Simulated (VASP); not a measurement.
Consider the following.

```
Sn25O48
1.0
    9.64982     0.00000     0.00000
    0.00000     9.64982     0.00000
    0.00000     0.00000     9.71431
Sn O
25 48
Direct
  0.00000   0.00000   0.00000
  0.25000   0.25000   0.16667
  0.00000   0.00000   0.33333
  0.24658   0.24525   0.49783
  0.00000   0.00000   0.66667
  0.25000   0.25000   0.83333
  0.00000   0.50000   0.00000
  0.25000   0.75000   0.16667
  0.00044   0.49591   0.33664
  0.24706   0.75016   0.50027
  0.00000   0.50000   0.66667
  0.25000   0.75000   0.83333
  0.50000   0.00000   0.00000
  0.75000   0.25000   0.16667
  0.50000   0.00000   0.33333
  0.75000   0.25000   0.50000
  0.50000   0.00000   0.66667
  0.75000   0.25000   0.83333
  0.50000   0.50000   0.00000
  0.75000   0.75000   0.16667
  0.49959   0.50214   0.33814
  0.75000   0.75000   0.50000
  0.50000   0.50000   0.66667
  0.75000   0.75000   0.83333
  0.25226   0.50084   0.41153
  0.15350   0.15350   0.00000
  0.40350   0.09650   0.16667
  0.10005   0.40443   0.16454
  0.34650   0.34650   0.00000
  0.15350   0.15350   0.33333
  0.40350   0.09650   0.50000
  0.09699   0.40290   0.49515
  0.34991   0.34411   0.32987
  0.15350   0.15350   0.66667
  0.40350   0.09650   0.83333
  0.09650   0.40350   0.83333
  0.34510   0.34581   0.67102
  0.15350   0.65350   0.00000
  0.40094   0.60027   0.16859
  0.09650   0.90350   0.16667
  0.34650   0.84650   0.00000
  0.15115   0.65777   0.33250
  0.40824   0.59952   0.49981
  0.09650   0.90350   0.50000
  0.34650   0.84650   0.33333
  0.15609   0.65456   0.67094
  0.40350   0.59650   0.83333
  0.09650   0.90350   0.83333
  0.34650   0.84650   0.66667
  0.65350   0.15350   0.00000
  0.90350   0.09650   0.16667
  0.59650   0.40350   0.16667
  0.84650   0.34650   0.00000
  0.65350   0.15350   0.33333
  0.90350   0.09650   0.50000
  0.59650   0.40350   0.50000
  0.84650   0.34650   0.33333
  0.65350   0.15350   0.66667
  0.90350   0.09650   0.83333
  0.59650   0.40350   0.83333
  0.84650   0.34650   0.66667
  0.65350   0.65350   0.00000
  0.90350   0.59650   0.16667
  0.59650   0.90350   0.16667
  0.84650   0.84650   0.00000
  0.65350   0.65350   0.33333
  0.90350   0.59650   0.50000
  0.59650   0.90350   0.50000
  0.84650   0.84650   0.33333
  0.65350   0.65350   0.66667
  0.90350   0.59650   0.83333
  0.59650   0.90350   0.83333
  0.84650   0.84650   0.66667
```

The numbers are results of PBE GGA, VASP's PBE PAW potentials (set 64) (plane waves; VASP), not measurements. Numerical set-up: PREC = Normal, LREAL = Auto, ISYM = 0, EDIFF = 1E-5, 400 eV cut-off, 1×1×1 Γ-centred mesh, Gaussian smearing of 0.050 eV, potentials Sn O.

At this cut-off the stress carries a Pulay error, which pulls relaxed volumes low. The supercell is sampled at Γ alone, which is coarse: total energies, pressure and levels can be off, energies of defects by several tenths of an eV.

Problem. The ions are relaxed. Predict the relaxed structure.

Solution. 
```
Sn25O48
1.0
    9.64982     0.00000     0.00000
    0.00000     9.64982     0.00000
    0.00000     0.00000     9.71431
Sn O
25 48
Direct
  0.00178   0.00199   0.99816
  0.25072   0.24501   0.16460
  0.99606   0.99964   0.33090
  0.24542   0.21732   0.50553
  0.99277   0.00196   0.67116
  0.25471   0.25416   0.83319
  0.00431   0.49535   0.99987
  0.24867   0.75461   0.16467
  0.96577   0.50601   0.32737
  0.25554   0.78268   0.50635
  0.99637   0.49935   0.66851
  0.24562   0.74610   0.83371
  0.49810   0.99821   0.99819
  0.74809   0.24232   0.16219
  0.50378   0.00001   0.33083
  0.75009   0.24588   0.50258
  0.50768   0.99811   0.67136
  0.74856   0.25229   0.83501
  0.49601   0.50424   0.00005
  0.75176   0.75770   0.16213
  0.53349   0.49497   0.32794
  0.74985   0.75422   0.50295
  0.50403   0.50136   0.66881
  0.75202   0.74780   0.83528
  0.25058   0.50066   0.41278
  0.15187   0.15698   0.99747
  0.40049   0.09118   0.16422
  0.09890   0.40832   0.17884
  0.34439   0.35117   0.00249
  0.15114   0.14978   0.33006
  0.40106   0.07936   0.50308
  0.07248   0.38106   0.49961
  0.37126   0.31873   0.33251
  0.15093   0.14796   0.67680
  0.40630   0.10153   0.83260
  0.10177   0.40576   0.83096
  0.34217   0.34884   0.65493
  0.15562   0.64863   0.00238
  0.40145   0.59208   0.17842
  0.09921   0.90856   0.16419
  0.34792   0.84321   0.99797
  0.12708   0.67977   0.33188
  0.43025   0.62221   0.50186
  0.09898   0.91978   0.50302
  0.34825   0.84975   0.33004
  0.15812   0.65155   0.65534
  0.39847   0.59433   0.83149
  0.09392   0.89879   0.83274
  0.34871   0.85321   0.67771
  0.65067   0.15095   0.99772
  0.90259   0.09669   0.16544
  0.60269   0.40103   0.15639
  0.85163   0.34367   0.00089
  0.65208   0.15191   0.33361
  0.90211   0.09779   0.49978
  0.60013   0.40146   0.50375
  0.82991   0.34872   0.33056
  0.65327   0.15291   0.66815
  0.90082   0.09945   0.83542
  0.59340   0.40227   0.83548
  0.84295   0.34886   0.66861
  0.64849   0.65619   0.00086
  0.89663   0.59871   0.15543
  0.59722   0.90324   0.16539
  0.84935   0.84927   0.99787
  0.67077   0.65098   0.33056
  0.89954   0.59857   0.50386
  0.59799   0.90221   0.49988
  0.84776   0.84789   0.33364
  0.65862   0.65061   0.66937
  0.90711   0.59776   0.83554
  0.59931   0.90056   0.83562
  0.84686   0.84749   0.66829
```

Problem. How much energy does the relaxation gain?

Solution. The energy (σ→0) changes by -95.1 meV/atom, in 26 ionic steps.

| step | E(σ→0) (eV) | max force (eV/Å) | pressure (GPa) | volume (Å³) |
|---|---|---|---|---|
| 1 | -443.3300 | 9.495 | 5.70 | 904.59 |
| 2 | -443.7131 | 8.677 | 6.02 | 904.59 |
| 3 | -448.2999 | 1.931 | 4.38 | 904.59 |
| 4 | -449.4907 | 0.910 | 3.26 | 904.59 |
| 5 | -449.5220 | 0.869 | 3.12 | 904.59 |
| 6 | -449.8881 | 0.506 | 2.69 | 904.59 |
| 7 | -449.8885 | 0.540 | 2.69 | 904.59 |
| 8 | -450.0631 | 0.343 | 2.47 | 904.59 |
| 9 | -450.0648 | 0.408 | 2.45 | 904.59 |
| 10 | -450.1585 | 0.251 | 2.35 | 904.59 |
| 11 | -450.1612 | 0.265 | 2.33 | 904.59 |
| 12 | -450.2159 | 0.146 | 2.25 | 904.59 |
| 13 | -450.2187 | 0.176 | 2.22 | 904.59 |
| 14 | -450.2442 | 0.130 | 2.17 | 904.59 |
| 15 | -450.2443 | 0.137 | 2.17 | 904.59 |
| 16 | -450.2564 | 0.144 | 2.19 | 904.59 |
| 17 | -450.2565 | 0.154 | 2.19 | 904.59 |
| 18 | -450.2639 | 0.110 | 2.18 | 904.59 |
| 19 | -450.2640 | 0.122 | 2.18 | 904.59 |
| 20 | -450.2683 | 0.061 | 2.16 | 904.59 |
| 21 | -450.2683 | 0.062 | 2.16 | 904.59 |
| 22 | -450.2702 | 0.041 | 2.12 | 904.59 |
| 23 | -450.2702 | 0.033 | 2.13 | 904.59 |
| 24 | -450.2711 | 0.039 | 2.12 | 904.59 |
| 25 | -450.2712 | 0.054 | 2.12 | 904.59 |

The cell is a supercell with a defect, built from SnO2 (rutile): Sn_i. The run is not spin-polarised, so no state with unpaired spins was tried.
